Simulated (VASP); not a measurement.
Input:

```xyz
2
Lattice="0.0000 2.6000 2.6000 2.6000 0.0000 2.6000 2.6000 2.6000 0.0000" Properties=species:S:1:pos:R:3 pbc="T T T"
Mg     0.0000     0.0000     0.0000
S      2.6000     2.6000     2.6000
```

All values below come from PBEsol GGA, VASP's PBE PAW potentials (set 64) (plane waves; VASP). Numerical set-up: 400 eV cut-off, 8×8×8 Γ-centred mesh, Gaussian smearing of 0.050 eV, potentials Mg S.

### Question
The ions, cell shape and volume are relaxed. Give the cell that the relaxation ends in.

### Answer

```xyz
2
Lattice="0.0000 2.5891 2.5891 2.5891 0.0000 2.5891 2.5891 2.5891 0.0000" Properties=species:S:1:pos:R:3 pbc="T T T"
Mg     0.0000     0.0000     0.0000
S      2.5891     2.5891     2.5891
```
Space group Fm-3m (225), at a tolerance of 0.03 Å.

### Question
How do energy and volume change from the first to the last step?

### Answer
The energy (σ→0) changes by -0.7 meV/atom and the volume by -1.3 %, in 3 ionic steps.

| step | E(σ→0) (eV) | max force (eV/Å) | pressure (GPa) | volume (Å³) |
|---|---|---|---|---|
| 1 | -9.0732 | 0.000 | -0.97 | 35.15 |
| 2 | -9.0745 | 0.000 | 0.23 | 34.61 |
| 3 | -9.0746 | 0.000 | 0.00 | 34.71 |

The compound is MgS in the rock salt structure. This run relaxes it. Symmetry was kept, so distortions that lower it aren't found.
